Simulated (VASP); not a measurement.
Calculation: PBE GGA, VASP's PBE PAW potentials (set 64) (plane waves; VASP).

VASP input:

File KPOINTS:
```
Automatic mesh
0
Gamma
3 3 3
0 0 0
```

### POSCAR
```
TcGe2
5.3677760
 -0.6145921514   0.6145921514   0.4945228713
  0.6145921514  -0.6145921514   0.4945228713
  0.6145921514   0.6145921514  -0.4945228713
Ge Tc
4 2
direct
  0.1580000000   0.6580000000   0.8160000000
  0.3420000000   0.1580000000   0.5000000000
  0.6580000000   0.8420000000   0.5000000000
  0.8420000000   0.3420000000   0.1840000000
  0.7500000000   0.7500000000   0.0000000000
  0.2500000000   0.2500000000   0.0000000000
```

INCAR:
```
ALGO = Normal
EDIFF = 1E-6
ENCUT = 300
GGA = PE
ISIF = 2
ISMEAR = -1
LASPH = T
LCHARG = F
LMAXMIX = 4
LREAL = F
LWAVE = F
NELM = 100
PREC = Accurate
SIGMA = 0.1
SYSTEM = TcGe2
```

POTCAR, in this order: Ge_d Tc_pv (PBE.64 set). Program: vasp_std.

Output

**OUTCAR**
```
 ion  position               nearest neighbor table
   1  0.158  0.658  0.816-   5 2.82   6 2.82   5 2.82   6 2.82
   2  0.342  0.158  0.500-   5 2.82   6 2.82   6 2.82   5 2.82
   3  0.658  0.842  0.500-   6 2.82   5 2.82   5 2.82   6 2.82
   4  0.842  0.342  0.184-   5 2.82   6 2.82   5 2.82   6 2.82
   5  0.750  0.750  0.000-   6 2.65   6 2.65   1 2.82   3 2.82   4 2.82   2 2.82   3 2.82   2 2.82
                             1 2.82   4 2.82
   6  0.250  0.250  0.000-   5 2.65   5 2.65   1 2.82   2 2.82   4 2.82   4 2.82   2 2.82   1 2.82
                             3 2.82   3 2.82
  LATTYP: Found a body centered tetragonal cell.
 ALAT       =     6.5979860000
 C/A-ratio  =     0.8046358389
 Subroutine PRICEL returns:
 Original cell was already a primitive cell.
 Subroutine GETGRP returns: Found 16 space group operations
The static configuration has the point symmetry C_4h.
 The point group associated with its full space group is D_4h.
The dynamic configuration has the point symmetry C_4h.
 Subroutine INISYM returns: Found 16 space group operations
 Subroutine IBZKPT returns following result:
 Found      6 irreducible k-points:

 Following reciprocal coordinates:
            Coordinates               Weight
  0.000000  0.000000  0.000000      1.000000
...
```

**OSZICAR**
```
       N       E                     dE             d eps       ncg     rms          rms(c)
DAV:   1     0.856093392149E+03    0.85609E+03   -0.30079E+04   764   0.320E+03
DAV:   2     0.865841950058E+02   -0.76951E+03   -0.75204E+03   588   0.782E+02
DAV:   3    -0.319951035757E+02   -0.11858E+03   -0.11528E+03   626   0.200E+02
DAV:   4    -0.388982847943E+02   -0.69032E+01   -0.67624E+01   726   0.518E+01
DAV:   5    -0.390258584436E+02   -0.12757E+00   -0.12746E+00   624   0.780E+00    0.173E+01
DAV:   6    -0.389253617580E+02    0.10050E+00   -0.86326E+00   662   0.121E+01    0.653E+00
DAV:   7    -0.380022943193E+02    0.92307E+00   -0.44134E+00   669   0.939E+00    0.602E+00
DAV:   8    -0.378384978214E+02    0.16380E+00   -0.69570E-01   634   0.447E+00    0.689E-01
DAV:   9    -0.378380553440E+02    0.44248E-03   -0.55969E-02   720   0.152E+00    0.403E-01
DAV:  10    -0.378370039182E+02    0.10514E-02   -0.71752E-03   656   0.516E-01    0.618E-02
DAV:  11    -0.378370164794E+02   -0.12561E-04   -0.59254E-04   687   0.190E-01    0.326E-02
DAV:  12    -0.378370167222E+02   -0.24276E-06   -0.56242E-05   752   0.471E-02    0.118E-02
DAV:  13    -0.378370158732E+02    0.84902E-06   -0.79435E-06   719   0.243E-02
   1 F= -.37837016E+02 E0= -.37760303E+02  d E =-.153425E+00
```

File OUTCAR:
```
------------------------ aborting loop because EDIFF is reached ----------------------------------------
  FORCE on cell =-STRESS in cart. coord.  units (eV):
  Direction    XX          YY          ZZ          XY          YZ          ZX
  --------------------------------------------------------------------------------------
  Total      -13.8702525    -13.8702525     -8.9663964      0.0000000      0.0000000      0.0000000
  in kB     -192.3053669   -192.3053669   -124.3154116      0.0000000      0.0000000      0.0000000
  external PRESSURE =    -169.6420484 kB  Pullay stress =       0.0000000 kB
  volume of cell :      115.56
      direct lattice vectors                 reciprocal lattice vectors
    -3.298993000  3.298993000  2.654488000     0.000000000  0.151561401  0.188360241
     3.298993000 -3.298993000  2.654488000     0.151561401  0.000000000  0.188360241
     3.298993000  3.298993000 -2.654488000     0.151561401  0.151561401  0.000000000
 POSITION                                       TOTAL-FORCE (eV/Angst)
 -----------------------------------------------------------------------------------
      4.34147      1.04248      0.00000         0.007561      0.007561     -0.000000
      1.04248      2.25651      0.00000         0.007561     -0.007561     -0.000000
      2.25651      1.04248      2.65449        -0.007561      0.007561      0.000000
     -1.04248      2.25651      2.65449        -0.007561     -0.007561      0.000000
      0.00000      0.00000      3.98173        -0.000000      0.000000     -0.000000
      0.00000      0.00000      1.32724        -0.000000      0.000000     -0.000000
 -----------------------------------------------------------------------------------
    total drift:                                0.000000      0.000000     -0.000000
  FREE ENERGIE OF THE ION-ELECTRON SYSTEM (eV)
  ---------------------------------------------------
  free  energy   TOTEN  =       -37.8370158732 eV

  energy  without entropy=      -37.6835909541  energy(sigma->0) =      -37.76030341
```
(Selected blocks of OUTCAR.)

File OUTCAR:
```
 val. band max:        6.9445783079   @ k =   0.0000   0.0000   0.0000

 cond. band min:       7.1113562444   @ k =   0.3333   0.0000  -0.0000


 Fermi energy:         7.0403885035

 k-point     1 :       0.0000    0.0000    0.0000
  band No.  band energies     occupation
      1     -32.3789      2.00000
      2     -31.7195      2.00000
      3     -31.7195      2.00000
      4     -31.6204      2.00000
      5     -31.6204      2.00000
      6     -31.5266      2.00000
      7     -17.5264      2.00000
      8     -17.5203      2.00000
      9     -17.5166      2.00000
     10     -17.5166      2.00000
     11     -17.5159      2.00000
     12     -17.4985      2.00000
     13     -17.4984      2.00000
     14     -17.4855      2.00000
     15     -17.4822      2.00000
     16     -17.4541      2.00000
     17     -17.4541      2.00000
     18     -17.4522      2.00000
     19     -17.4522      2.00000
     20     -17.4504      2.00000
     21     -17.4503      2.00000
     22     -17.4458      2.00000
     23     -17.4445      2.00000
     24     -17.4282      2.00000
     25     -17.4179      2.00000
     26     -17.4179      2.00000
     27      -4.2914      2.00000
     28      -0.5313      2.00000
     29       0.3193      2.00000
     30       0.3193      2.00000
     31       3.1297      2.00000
     32       3.6630      2.00000
     33       3.6630      2.00000
     34       4.0685      2.00000
     35       4.5441      2.00000
     36       4.5973      2.00000
     37       5.4468      2.00000
     38       5.4709      2.00000
     39       5.4709      2.00000
     40       6.3059      1.99871
     41       6.5798      1.98020
     42       6.9446      1.44548
     43       7.7441      0.00176
     44       7.7441      0.00176
     45       7.9836      0.00016
     46       7.9836      0.00016
     47       8.9205      0.00000
     48       9.0097      0.00000
     49      11.4756      0.00000

 k-point     2 :       0.3333    0.0000   -0.0000
...
```

At this cut-off the stress carries a Pulay error, which pulls relaxed volumes low.

The structure was generated: TcGe2 was put into an ordered model structure, which need not be its known phase. The cell was not relaxed at this level. The k-mesh is coarse (spacing up to 0.51 per Å, 2π included), so the numbers may not be converged in it.
